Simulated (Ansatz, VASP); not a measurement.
# W (W(100)): VASP beside Ansatz, part 2 of 2

One calculation is typed for both programs; each brings its own data sets. How far apart do they land? Of the first pair: The cell is taken from a series of runs on this material, whose earlier steps may have relaxed, scaled, displaced or heated it; both programs get it as it stands.

VASP 6.6.1 and Ansatz 0.2.0.

So far. Step 4 (Side by side): The forces differ by 76 meV/Å r.m.s., which is 16.5 % of the r.m.s. force of 0.460 eV/Å (both taken over all components). With vacuum in the cell, a pressure given here is an average over mostly empty space and none of the material.

### Step 6. Ansatz: relaxation, PBE

Level of this step: Ansatz beside VASP: Kohn-Sham DFT, plane waves, PBE (Ansatz).

The two programs are compared at the cell with which this relaxation starts, whose forces are those of its first step.

The structure compared here is the start of the Ansatz relaxation; VASP solves that cell, so the two are compared at the walk's first step.

input.yaml

```yaml
crystal:
  lattice:
    - [3.16, 0.0, 0.0]
    - [0.0, 3.16, 0.0]
    - [0.0, 0.0, 28.64]
  atoms:
    - { symbol: W, position: [0.0, 0.0, 0.2793296089] }
    - { symbol: W, position: [0.5, 0.5, 0.3344972067] }
    - { symbol: W, position: [0.0, 0.0, 0.3896648045] }
    - { symbol: W, position: [0.5, 0.5, 0.4448324022] }
    - { symbol: W, position: [0.0, 0.0, 0.5] }
    - { symbol: W, position: [0.5, 0.5, 0.5551675978] }
    - { symbol: W, position: [0.0, 0.0, 0.6103351955] }
    - { symbol: W, position: [0.5, 0.5, 0.6655027933] }
    - { symbol: W, position: [0.0, 0.0, 0.7206703911] }
kpoints:
  mp_grid: { grid: [10, 10, 1] }
hamiltonian:
  xc: pbe
scf:
  occupations: { method: fermi_dirac, width: 0.1 }
efield:
  axis: 3
  dipole_correction: true
  ramp_width: 0.05
relax:
  f_tol: 0.02
  max_steps: 60
  constraints: [{ sites: [0, 1, 2, 3] }]
output:
  write_potential: true
  write_density: true
  volumetric_format: npy
```

Run with:

```sh
ansatz run input.yaml --threads 4 --pin off --max-ram 8192MiB --backend cpu --events-out ev --progress --plain --runs-dir out
```

Numbers of over 12 decimals in the logs are rounded to 6 here.

Log:

```text
[...]
Crystal: 9 atoms, lattice volume = 285.988 Å³
Basis set: ecut = 420 eV, 5631 PW (Γ), exchange–correlation on 48×48×384 points (8 copies of the dense FFT grid, shifted against one another)
Bands: 76, of which v1, the nominal top of the filled ones, is band 63 counted from 1 (62 counted from 0)
Symmetry: 8 space group operations
k-points: 21 of 100
[...]
- { symbol: W, position: [0.500000, 0.500000, 0.334497] }
    - { symbol: W, position: [0.0, 0.0, 0.389665] }
    - { symbol: W, position: [0.500000, 0.500000, 0.444832] }
    - { symbol: W, position: [0, 0.0, 0.500630] }
    - { symbol: W, position: [0.500000, 0.500000, 0.556629] }
    - { symbol: W, position: [0, 0.0, 0.611930] }
    - { symbol: W, position: [0.500000, 0.500000, 0.669215] }
    - { symbol: W, position: [0, 0.0, 0.718969] }
[key lines of the parts left out:]
SCF converged after 8 iterations
Free energy (F): -93458.355762 eV
Fermi energy:    9.210158 eV
Dipole field:    D = 0.002970 V/Å  (p = 0.004695 e·Å, saw-weighted, corrected)
Work function:   Φ+ = 4.1379 eV   Φ− = 4.2230 eV
```

### Step 7. VASP: single point, PBE, start cell, pair 2

The same cell, functional, mesh and smearing now go to VASP, with its own data sets.

INCAR

```
SYSTEM = W
PREC = Accurate
ENCUT = 520
EDIFF = 1E-06
NELM = 120
ISMEAR = -1
SIGMA = 0.1
LREAL = .FALSE.
ALGO = Normal
GGA = PE
NBANDS = 36
LASPH = .TRUE.
LORBIT = 11
LWAVE = .FALSE.
LCHARG = .FALSE.
ISIF = 2
LDIPOL = .TRUE.
IDIPOL = 3
DIPOL = 0.5 0.5 0.5
LVHAR = .TRUE.
GGA_COMPAT = .FALSE.
NELMDL = -8
KPAR = 2
```

POSCAR

```
W
1.0
    3.1600000000      0.0000000000      0.0000000000
    0.0000000000      3.1600000000      0.0000000000
    0.0000000000      0.0000000000     28.6400000000
W
9
Direct
    0.0000000000      0.0000000000      0.2793296089
    0.5000000000      0.5000000000      0.3344972067
    0.0000000000      0.0000000000      0.3896648045
    0.5000000000      0.5000000000      0.4448324022
    0.0000000000      0.0000000000      0.5000000000
    0.5000000000      0.5000000000      0.5551675978
    0.0000000000      0.0000000000      0.6103351955
    0.5000000000      0.5000000000      0.6655027933
    0.0000000000      0.0000000000      0.7206703911
```

KPOINTS

```
Automatic mesh
0
Gamma
10 10 1
0 0 0
```

Potentials, in the order of the species: W (PBE family, release 64).

Run with:

```sh
mpirun -np 2 vasp_std
```

Log:

```text
[... set-up lines as in an earlier step ...]
 entering main loop
       N       E                     dE             d eps       ncg     rms          rms(c)
DAV:   1     0.262359870468E+03    0.26236E+03   -0.21641E+04  1512   0.124E+03
DAV:   2    -0.863934894504E+02   -0.34875E+03   -0.32939E+03  2056   0.289E+02
DAV:   3    -0.118003110390E+03   -0.31610E+02   -0.30354E+02  2056   0.757E+01
DAV:   4    -0.120130416072E+03   -0.21273E+01   -0.20430E+01  2420   0.170E+01
[...]
DAV:  28    -0.111961005027E+03   -0.10530E-04   -0.17970E-05  2440   0.151E-02    0.166E-02
DAV:  29    -0.111961027339E+03   -0.22311E-04   -0.15419E-05  1728   0.102E-02    0.121E-02
DAV:  30    -0.111961026509E+03    0.82988E-06   -0.61516E-06  1780   0.774E-03
   1 F= -.11196103E+03 E0= -.11183490E+03  d E =-.252251E+00
```

From OUTCAR (step 7):

```text
  Total       -6.1888226     -6.1888226     -3.6706076      0.0000000      0.0000000     -0.0000000
  in kB      -34.6714046    -34.6714046    -20.5637050      0.0000000      0.0000000     -0.0000000
  external PRESSURE =     -29.9688380 kB  Pullay stress =       0.0000000 kB

 POSITION                                       TOTAL-FORCE (eV/Angst)
 -----------------------------------------------------------------------------------
      0.00000      0.00000      8.00000        -0.000000     -0.000000      1.587783
      1.58000      1.58000      9.58000         0.000000      0.000000     -1.713418
      0.00000      0.00000     11.16000        -0.000000     -0.000000     -0.061748
      1.58000      1.58000     12.74000        -0.000000      0.000000      0.036431
      0.00000      0.00000     14.32000        -0.000000     -0.000000      0.000000
      1.58000      1.58000     15.90000        -0.000000     -0.000000     -0.036431
      0.00000      0.00000     17.48000        -0.000000     -0.000000      0.061748
      1.58000      1.58000     19.06000        -0.000000     -0.000000      1.713418
      0.00000      0.00000     20.64000        -0.000000      0.000000     -1.587783
 -----------------------------------------------------------------------------------
    total drift:                               -0.000000     -0.000000     -0.000000

  FREE ENERGIE OF THE ION-ELECTRON SYSTEM (eV)
  ---------------------------------------------------
  free  energy   TOTEN  =      -111.9610265089 eV

  energy  without entropy=     -111.7087753390  energy(sigma->0) =     -111.83490092

[... 2 parts as in an earlier step ...]

[... 1 further part left out ...]
[key lines of the parts left out:]
E-fermi :   1.7999
```

### Step 8. Side by side

What differs besides the data sets and the points named for the pairs above, as far as they apply: the data sets hold 126 valence electrons in Ansatz (on its default PAW (the set named soft_2) files) and 54 in VASP. Total energies have different zeros and are not compared.

Forces (eV/Å; atoms numbered as in POSCAR):

| atom | Ansatz x, y, z | VASP x, y, z |
| --- | --- | --- |
| W1 | 0.000, 0.000, 1.358 | 0.000, 0.000, 1.588 |
| W2 | 0.000, 0.000, -1.694 | 0.000, 0.000, -1.713 |
| W3 | 0.000, 0.000, -0.069 | 0.000, 0.000, -0.062 |
| W4 | 0.000, 0.000, 0.035 | 0.000, 0.000, 0.036 |
| W5 | 0.000, 0.000, 0.000 | 0.000, 0.000, 0.000 |
| W6 | 0.000, 0.000, -0.035 | 0.000, 0.000, -0.036 |
| W7 | 0.000, 0.000, 0.069 | 0.000, 0.000, 0.062 |
| W8 | 0.000, 0.000, 1.694 | 0.000, 0.000, 1.713 |
| W9 | 0.000, 0.000, -1.358 | 0.000, 0.000, -1.588 |

The forces differ by 63 meV/Å r.m.s., which is 9.9 % of the r.m.s. force of 0.636 eV/Å (both taken over all components). With vacuum in the cell, a pressure given here is an average over mostly empty space and none of the material.

### Step 9. Ansatz: relaxation, PBE

This run makes the geometry at which the two programs are then compared.

The structure compared here is the end of the Ansatz relaxation.

input.yaml is that of step 6.

Run with:

```sh
ansatz run input.yaml --threads 4 --pin off --max-ram 8192MiB --backend cpu --events-out ev --progress --plain --runs-dir out
```

Log:

```text
[...]
Crystal: 9 atoms, lattice volume = 285.988 Å³
Basis set: ecut = 420 eV, 5631 PW (Γ), exchange–correlation on 48×48×384 points (8 copies of the dense FFT grid, shifted against one another)
Bands: 76, of which v1, the nominal top of the filled ones, is band 63 counted from 1 (62 counted from 0)
Symmetry: 8 space group operations
k-points: 21 of 100
[...]
- { symbol: W, position: [0.500000, 0.500000, 0.334497] }
    - { symbol: W, position: [0.0, 0.0, 0.389665] }
    - { symbol: W, position: [0.500000, 0.500000, 0.444832] }
    - { symbol: W, position: [0, 0.0, 0.500630] }
    - { symbol: W, position: [0.500000, 0.500000, 0.556629] }
    - { symbol: W, position: [0, 0.0, 0.611930] }
    - { symbol: W, position: [0.500000, 0.500000, 0.669215] }
    - { symbol: W, position: [0, 0.0, 0.718969] }
[key lines of the parts left out:]
SCF converged after 8 iterations
Free energy (F): -93458.355762 eV
Fermi energy:    9.210158 eV
Dipole field:    D = 0.002970 V/Å  (p = 0.004695 e·Å, saw-weighted, corrected)
Work function:   Φ+ = 4.1379 eV   Φ− = 4.2230 eV
```

### Step 10. VASP: single point, PBE, relaxed cell, pair 3

The same cell, functional, mesh and smearing now go to VASP, with its own data sets.

Edit INCAR of step 7 so:

```diff
@@ -18,3 +18,3 @@
 IDIPOL = 3
-DIPOL = 0.5 0.5 0.5
+DIPOL = 0.5 0.5 0.501
 LVHAR = .TRUE.
```

POSCAR

```
W
1.0
    3.1600000000      0.0000000000      0.0000000000
    0.0000000000      3.1600000000      0.0000000000
    0.0000000000      0.0000000000     28.6400000000
W
9
Direct
    0.0000000000      0.0000000000      0.2793296089
    0.5000000000      0.5000000000      0.3344972067
    0.0000000000      0.0000000000      0.3896648045
    0.5000000000      0.5000000000      0.4448324022
    0.0000000000      0.0000000000      0.5006299222
    0.5000000000      0.5000000000      0.5566293027
    0.0000000000      0.0000000000      0.6119298452
    0.5000000000      0.5000000000      0.6692154635
    0.0000000000      0.0000000000      0.7189690886
```

KPOINTS is that of step 7.

Run with:

```sh
mpirun -np 2 vasp_std
```

Log:

```text
[... set-up lines as in an earlier step ...]
 entering main loop
       N       E                     dE             d eps       ncg     rms          rms(c)
[... 65 cycles as in an earlier step ...]
   1 F= -.11211206E+03 E0= -.11198824E+03  d E =-.247628E+00
```

Parts of OUTCAR (step 10):

```text
[... 6 parts as in an earlier step ...]

[... 1 further part left out ...]
[key lines of the parts left out:]
E-fermi :   1.8097
```

### Step 11. Differences

What differs besides the data sets and the points named for the pairs above, as far as they apply: the data sets hold 126 valence electrons in Ansatz (on its default PAW (the set named soft_2) files) and 54 in VASP. Total energies have different zeros and are not compared.

Both answers:

| quantity | Ansatz | VASP | difference |
| --- | --- | --- | --- |
| work function, lower of the two faces (eV) | 4.14 | 4.15 | -0.02 |
| work function, higher of the two faces (eV) | 4.22 | 4.24 | -0.02 |

Forces (eV/Å; atoms numbered as in POSCAR):

| atom | Ansatz x, y, z | VASP x, y, z |
| --- | --- | --- |
| W1 | 0.000, 0.000, 1.360 | 0.000, 0.000, 1.590 |
| W2 | 0.000, 0.000, -1.702 | 0.000, 0.000, -1.720 |
| W3 | 0.000, 0.000, 0.000 | 0.000, 0.000, 0.009 |
| W4 | 0.000, 0.000, 0.347 | 0.000, 0.000, 0.342 |
| W5 | 0.000, 0.000, -0.005 | 0.000, 0.000, -0.008 |
| W6 | 0.000, 0.000, -0.005 | 0.000, 0.000, 0.009 |
| W7 | 0.000, 0.000, 0.000 | 0.000, 0.000, -0.049 |
| W8 | 0.000, 0.000, 0.007 | 0.000, 0.000, 0.125 |
| W9 | 0.000, 0.000, -0.002 | 0.000, 0.000, -0.296 |

The forces differ by 76 meV/Å r.m.s., which is 16.5 % of the r.m.s. force of 0.460 eV/Å (both taken over all components). With vacuum in the cell, a pressure given here is an average over mostly empty space and none of the material.

### Step 12. What came out

```json
{
  "r.m.s. force difference (single point, PBE, pair 1)": "17 % of the r.m.s. force",
  "r.m.s. force difference (single point, PBE, start cell, pair 2)": "9.9 % of the r.m.s. force",
  "r.m.s. force difference (single point, PBE, relaxed cell, pair 3)": "17 % of the r.m.s. force"
}
```

**Reading.** The r.m.s. force difference is 17 % of the r.m.s. force (single point, PBE, pair 1), beyond the 3 % picked in this series as the mark of a large difference. The data sets hold unlike numbers of valence electrons (126 in Ansatz and 54 in VASP), so part of the differences comes from the potentials. Single point, PBE, pair 1, VASP with the data sets W_sv and a cutoff of 400 eV: r.m.s. force difference goes from 76 to 12 meV/Å; the difference in work function, lower of the two faces goes from -0.016 to 0.0030 eV; the difference in work function, higher of the two faces goes from -0.017 to 9.2e-4 eV. What causes the difference of the single point, PBE, start cell, pair 2 pair stays open here. What causes the difference of the single point, PBE, relaxed cell, pair 3 pair stays open here. How closely two codes agree says nothing of how well the functional describes the real material.

[Lines on the potential files, build, host, timing and source positions are cut from VASP's logs without a mark.]

[Logs are printed without paths, hosts, clocks, repeated set-up lines and the standing remarks that a program may print on its own settings, such as how far it seeks lower states.]

[Hosts, paths, dates, database ids (printed as entryN), source tags and the programs' standing remarks are cut or masked in the printed files.]
